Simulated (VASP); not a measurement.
# Nb2SnSe (P4/mmm) in VASP: relaxation of cell and atoms with PBE

Aim: the relaxation of cell and atoms of Nb2SnSe with PBE.

Everything below comes from runs of VASP 6.6.1. Logs are shortened: lines on timing, memory, paths and dates and some standing lists are left out, and cuts for length are marked.

### Step 1. Starting point

The structure is tetragonal, space group P4/mmm (No. 123). The conventional cell has a = 3.207 Å, b = 3.207 Å, c = 8.400 Å, α = 90.00°, β = 90.00°, γ = 90.00°. Nb (site symmetry 4mm) has 4 Sn at 3.09 Å and 4 Se at 3.09 Å and 4 Nb at 3.21 Å as nearest neighbours. Around Sn (site symmetry 4/mmm) lie 8 Nb at 3.09 Å and 4 Sn at 3.21 Å. Se (site symmetry 4/mmm) has 8 Nb at 3.09 Å and 4 Se at 3.21 Å as nearest neighbours.

The cell was built by a generator and needn't be a form met in nature.

### Step 2. Relaxation of cell and atoms, PBE

The input, INCAR:

```
PREC = Normal
ENCUT = 520
EDIFF = 1E-4
ISMEAR = 0
SIGMA = 0.15
LREAL = F
LASPH = T
NELM = 60
ALGO = Fast
ISIF = 3
LWAVE = F
LCHARG = F
GGA = PE
IBRION = 2
NSW = 24
EDIFFG = -0.08
```

The input, KPOINTS:

```
regular mesh
0
Gamma
  5 5 2
```

The input, POSCAR:

```
Nb2SnSe
1.0
    3.2067688000      0.0000000000      0.0000000000
    0.0000000000      3.2067688000      0.0000000000
    0.0000000000      0.0000000000      8.4001294000
Nb Sn Se
2 1 1
Direct
    0.0000000000      0.0000000000      0.7507664600
    0.0000000000      0.0000000000      0.2492335400
    0.5000000000      0.5000000000      0.0000000000
    0.5000000000      0.5000000000      0.5000000000
```

Potentials or basis: VASP PAW PBE potentials, release 64 (Nb_sv, Sn_d, Se).

Started as:

```console
$ cat potpaw_PBE.64/Nb_sv/POTCAR potpaw_PBE.64/Sn_d/POTCAR potpaw_PBE.64/Se/POTCAR > POTCAR
$ mpirun -np 1 vasp_std > vasp.out
```

OUTCAR:

```text
PREC = Normal
   ENCUT = 520
   EDIFF = 1E-4
   ISMEAR = 0
   LREAL = F
   LASPH = T
   NELM = 60
   ISIF = 3
   GGA = PE
   IBRION = 2
   NSW = 24
   EDIFFG = -0.08

 ion  position               nearest neighbor table
   1  0.000  0.000  0.751-   3 3.09   3 3.09   3 3.09   3 3.09
   2  0.000  0.000  0.249-   3 3.09   3 3.09   3 3.09   3 3.09
   3  0.500  0.500  0.000-   1 3.09   2 3.09   1 3.09   2 3.09   1 3.09   2 3.09   1 3.09   2 3.09

   4  0.500  0.500  0.500-

  LATTYP: Found a simple tetragonal cell.
 ALAT       =     3.2067688000
 C/A-ratio  =     2.6194995411

  Lattice vectors:

 A1 = (   3.2067688000,   0.0000000000,   0.0000000000)
 A2 = (   0.0000000000,   3.2067688000,   0.0000000000)
 A3 = (   0.0000000000,   0.0000000000,   8.4001294000)

Analysis of symmetry for initial positions (statically):
=====================================================================
 Subroutine PRICEL returns:
 Original cell was already a primitive cell.

 Routine SETGRP: Setting up the symmetry group for a
 simple tetragonal supercell.

 Subroutine GETGRP returns: Found 16 space group operations
 (whereof 16 operations were pure point group operations)
 out of a pool of 16 trial point group operations.

The static configuration has the point symmetry D_4h.

Analysis of symmetry for dynamics (positions and initial velocities):
=====================================================================
 Subroutine PRICEL returns:
 Original cell was already a primitive cell.

 Routine SETGRP: Setting up the symmetry group for a
 simple tetragonal supercell.

 Subroutine GETGRP returns: Found 16 space group operations
 (whereof 16 operations were pure point group operations)
 out of a pool of 16 trial point group operations.

The dynamic configuration has the point symmetry D_4h.

 Subroutine INISYM returns: Found 16 space group operations
 (whereof 16 operations are pure point group operations),
 and found     1 'primitive' translations

----------------------------------------------------------------------------------------

                                     Primitive cell

  volume of cell :      86.3816

  direct lattice vectors                    reciprocal lattice vectors
     3.206768800  0.000000000  0.000000000     0.311840380  0.000000000  0.000000000
     0.000000000  3.206768800  0.000000000     0.000000000  0.311840380  0.000000000
     0.000000000  0.000000000  8.400129400     0.000000000  0.000000000  0.119045785

  length of vectors
     3.206768800  3.206768800  8.400129400     0.311840380  0.311840380  0.119045785

  position of ions in fractional coordinates (direct lattice)
[... 70 lines left out ...]
   EDIFF  = 0.1E-03   stopping-criterion for ELM
   LREAL  =      F    real-space projection
   EDIFFG = -.8E-01   stopping-criterion for IOM
   NSW    =     24    number of steps for IOM
   IBRION =      2    ionic relax: 0-MD 1-quasi-New 2-CG
   NFREE  =      1    steps in history (QN), initial steepest desc. (CG)
   ISIF   =      3    stress and relaxation
   ISYM   =      2    0-nonsym 1-usesym 2-fastsym
   POTIM  = 0.5000    time-step for ionic-motion
   TEBEG  =    0.0;   TEEND  =   0.0 temperature during run
   PSTRESS=    0.0 pullay stress
   NELECT =      46.0000    total number of electrons
   NUPDOWN=      -1.0000    fix difference up-down
   EMIN   =  10.00;   EMAX   =-10.00  energy-range for DOS
   EFERMI =   0.00;   METHOD = LEGACY
   ISMEAR =     0;   SIGMA  =   0.15  broadening in eV -4-tet -1-fermi 0-gaus
   EFERMI_NEDOS =   21; number of points for ismear=-14 and -15
   IALGO  =     68    algorithm
   IMIX   =      4    mixing-type and parameters
     AMIX     =   0.40;   BMIX     =  1.00
     AMIX_MAG =   1.60;   BMIX_MAG =  1.00
  volume/ion in A,a.u.               =      21.60       145.73
  Fermi-wavevector in a.u.,A,eV,Ry     =   1.326947  2.507567 23.956991  1.760789
  Thomas-Fermi vector in A             =   2.456296
   LORBIT       =      0    0 simple, 1 ext, 2 COOP (PROOUT), +10 PAW based schemes
   GGA     = PE    functional components
   LHFCALC =     F    Hartree Fock is set to
   AEXX    =    0.0000 exact exchange contribution
   IVDW    =     0    specifies the selected vdW correction
   LEPSILON=     F    determine dielectric tensor
   LRPA    =     F    only Hartree local field effects (RPA)
 conjugate gradient relaxation of ions
 non-spin polarized calculation
 RMM-DIIS sequential band-by-band and
 Gauss-broadening in eV      SIGMA  =   0.15
  energy-cutoff  :      520.00
  volume of cell :       86.38
 maximum number of plane-waves:      2352
   NGX = 11   NGY = 11   NGZ = 31

--------------------------------------- Ionic step        1  -------------------------------------------

 number of electron      46.0000068 magnetization

 Free energy of the ion-electron system (eV)
  ---------------------------------------------------
  ext. energy  EPLUGINS =         0.00000000
  ---------------------------------------------------
  free energy    TOTEN  =       -27.04090500 eV

  energy without entropy =      -27.00615701  energy(sigma->0) =      -27.02353101

 E-fermi :   9.0641     XC(G=0): -11.2311

 val. band max:        9.0135374944   @ k =   0.2000   0.2000   0.0000
 cond. band min:       9.1491308038   @ k =   0.2000   0.0000   0.0000
 fundamental gap:      0.1355933094
 Fermi energy:         9.0640963817

 k-point     1 :       0.0000    0.0000    0.0000
  band No.  band energies     occupation
      1     -46.5428      2.00000
      2     -46.5421      2.00000
      3     -22.7336      2.00000
      4     -22.7088      2.00000
      5     -22.3381      2.00000
      6     -22.3381      2.00000
[... 456 lines left out ...]
  FREE ENERGIE OF THE ION-ELECTRON SYSTEM (eV)
  ---------------------------------------------------
  free  energy   TOTEN  =       -27.8692790795 eV

  energy  without entropy=      -27.8072838770  energy(sigma->0) =      -27.83828148

[... ionic steps 4 to 7 ...]

--------------------------------------- Ionic step        8  -------------------------------------------

 number of electron      46.0000012 magnetization

------------------------ aborting loop because EDIFF is reached ----------------------------------------
[... 71 lines left out ...]
--------------------------------------- Ionic step       10  -------------------------------------------

 number of electron      46.0000029 magnetization

 Free energy of the ion-electron system (eV)
  ---------------------------------------------------
  ext. energy  EPLUGINS =         0.00000000
  ---------------------------------------------------
  free energy    TOTEN  =       -28.49428685 eV

  energy without entropy =      -28.46325453  energy(sigma->0) =      -28.47877069

 E-fermi :  11.1537     XC(G=0): -12.0351

 val. band max:       11.1248904852   @ k =   0.2000   0.2000   0.5000
 cond. band min:      11.1826740551   @ k =   0.4000   0.4000   0.5000
 fundamental gap:      0.0577835700
 Fermi energy:        11.1536991684

 k-point     1 :       0.0000    0.0000    0.0000
  band No.  band energies     occupation
      1     -44.1480      2.00000
      2     -44.1329      2.00000
      3     -20.4031      2.00000
      4     -20.1859      2.00000
      5     -20.0633      2.00000
      6     -20.0633      2.00000
[... 380 lines left out ...]
  FREE ENERGIE OF THE ION-ELECTRON SYSTEM (eV)
  ---------------------------------------------------
  free  energy   TOTEN  =       -28.4942868497 eV

  energy  without entropy=      -28.4632545258  energy(sigma->0) =      -28.47877069

 reached required accuracy - stopping structural energy minimisation
```

OSZICAR:

```text
N       E                     dE             d eps       ncg     rms          rms(c)
DAV:   1     0.570677626907E+03    0.57068E+03   -0.23918E+04   648   0.213E+03
DAV:   2     0.455425373870E+02   -0.52514E+03   -0.51733E+03   664   0.661E+02
DAV:   3    -0.222027551754E+02   -0.67745E+02   -0.65432E+02  1020   0.205E+02
DAV:   4    -0.282182438381E+02   -0.60155E+01   -0.57034E+01  1024   0.490E+01
[... 191 lines left out ...]
RMM:   6    -0.284938603287E+02   -0.23904E-03   -0.27036E-03   678   0.282E-01    0.162E-02
RMM:   7    -0.284940474161E+02   -0.18709E-03   -0.21004E-03   583   0.220E-01    0.102E-02
RMM:   8    -0.284941481567E+02   -0.10074E-03   -0.12080E-03   539   0.177E-01    0.791E-03
RMM:   9    -0.284942383914E+02   -0.90235E-04   -0.10691E-03   498   0.158E-01    0.337E-03
RMM:  10    -0.284942868497E+02   -0.48458E-04   -0.63471E-04   469   0.141E-01
  10 F= -.28494287E+02 E0= -.28478771E+02  d E =-.380747E-01
```

CONTCAR:

```text
Nb2SnSe
   1.00000000000000
     3.2284491019496482   -0.0000000000000000   -0.0000000000000000
     0.0000000000000000    3.2284491019496482   -0.0000000000000000
    -0.0000000000000000    0.0000000000000000    7.0726407594603131
  Nb              Sn              Se
     2     1     1
Direct
     0.0000000000000000    0.0000000000000000    0.7279153059447067
     0.0000000000000000    0.0000000000000000    0.2720846940552932
     0.5000000000000000    0.5000000000000000    0.0000000000000000
     0.5000000000000000    0.5000000000000000    0.5000000000000000

  0.00000000E+00  0.00000000E+00  0.00000000E+00
  0.00000000E+00  0.00000000E+00  0.00000000E+00
  0.00000000E+00  0.00000000E+00  0.00000000E+00
  0.00000000E+00  0.00000000E+00  0.00000000E+00
```

Wall time 2.2 min (1 thread of Intel Xeon Platinum 8559C (Emerald Rapids), shared host); peak memory 0.16 GiB.

Results:

| Item | Value |
| --- | --- |
| Free energy | -28.4943 eV |
| Relaxed volume | 18.43 Å³/atom |
| Relaxed cell | a = 3.228 Å, b = 3.228 Å, c = 7.073 Å, α = 90.00°, β = 90.00°, γ = 90.00° |
| Space group after relaxing (to 0.05 Å) | P4/mmm (No. 123) |
| Energy gained by relaxing | 363.3 meV/atom |
| Ionic steps | 10 |
| Pressure after relaxing | -0.1 GPa |
| Largest force after relaxing | 0.062 eV/Å |
| Band gap on the k mesh | none (metal or under the smearing width) |

Forces on the atoms (eV/Å):
```
Nb   0.000  0.000 -0.062
Nb   0.000  0.000  0.062
Sn   0.000  0.000  0.000
Se   0.000  0.000  0.000
```

Step by step:
```tsv
step	energy change (eV)	largest force (eV/Å)	pressure (GPa)	volume (Å³)
1	0.0000	0.8444	-12.30	86.38
2	-0.6509	1.7843	17.99	67.07
3	-0.8284	1.4862	5.83	72.32
4	-1.2922	0.6263	7.97	70.04
5	-1.3213	0.6865	7.46	70.30
6	-1.3177	0.2519	-7.55	78.18
7	-1.4152	0.5242	-0.94	74.06
8	-1.4153	0.5229	-0.72	73.96
9	-1.4400	0.3004	-0.40	73.84
10	-1.4534	0.0624	-0.13	73.72
```

Final structure:
```yaml
crystal:
  lattice:
    - [3.22845, 0.00000, 0.00000]
    - [0.00000, 3.22845, 0.00000]
    - [0.00000, 0.00000, 7.07264]
  atoms:
    - { symbol: Nb, position: [0.00000, 0.00000, 0.72792] }
    - { symbol: Nb, position: [0.00000, 0.00000, 0.27208] }
    - { symbol: Sn, position: [0.50000, 0.50000, 0.00000] }
    - { symbol: Se, position: [0.50000, 0.50000, 0.50000] }
```

Levels at points of the mesh, in eV from the Fermi level:
| k point | band 18 | band 19 | band 20 | band 21 | band 22 | band 23 | band 24 | band 25 | band 26 | band 27 |
| --- | --- | --- | --- | --- | --- | --- | --- | --- | --- | --- |
| (0.00, 0.00, 0.00) | -2.96 | -2.69 | -2.63 | -2.03 | -0.98 | 1.18 | 1.18 | 1.33 | 1.33 | 1.77 |
| (0.00, 0.00, 0.50) | -2.88 | -2.88 | -2.58 | -2.10 | -0.84 | 0.20 | 0.20 | 0.86 | 1.74 | 1.94 |

Caveat: the k mesh is coarse (spacing up to 0.39 Å⁻¹), so the values aren't converged; the relaxation stopped at a loose force limit of 0.08 eV/Å, so its end isn't a converged minimum.
